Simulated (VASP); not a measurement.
Runs of VASP 6.6.1 on CuGe23 (a cell with a defect). The cell holds a defect, 24 atoms: a = 12.001 Å, b = 8.001 Å, c = 8.001 Å, α = 60.00°, β = 60.00°, γ = 60.00°. 

```csv
task,spin,fixed moment (μB),cell,gap on the mesh (eV),moment (μB),largest force (eV/Å)
single point,"collinear, ferromagnetic start",3,as given,-,3.00,0.73
single point,off,-,as given,none,-,0.73
single point,"collinear, ferromagnetic start",-,as given,none,0.09,0.73
relaxation of the atoms,"collinear, ferromagnetic start",-,atoms relaxed,none,(a),0.03
```

Alike in all rows: level PBEsol+U; potentials or basis VASP PAW PBE potentials, release 64 (Cu, Ge_d); Cu d U = 5 eV; k mesh 2 × 2 × 2; cutoff (eV) 350; smearing gaussian 0.03 eV; the mesh is coarse, so values aren't converged.

Problem. Fill in the values left out.

Solution. (a) 0.05.

Caveats: all runs use coarse meshes; the PAW data sets were made with another functional, which shifts forces and pressure a little; the U is typed as a test and isn't derived for this compound; the total moment is fixed, so each spin has its own Fermi level (some runs); U without spin polarisation on a metal has little footing (some runs).

A k mesh can miss the band edges, and the runs leave out spin-orbit coupling on Ge.

A gap of «none» marks a metal or a gap under the smearing width.
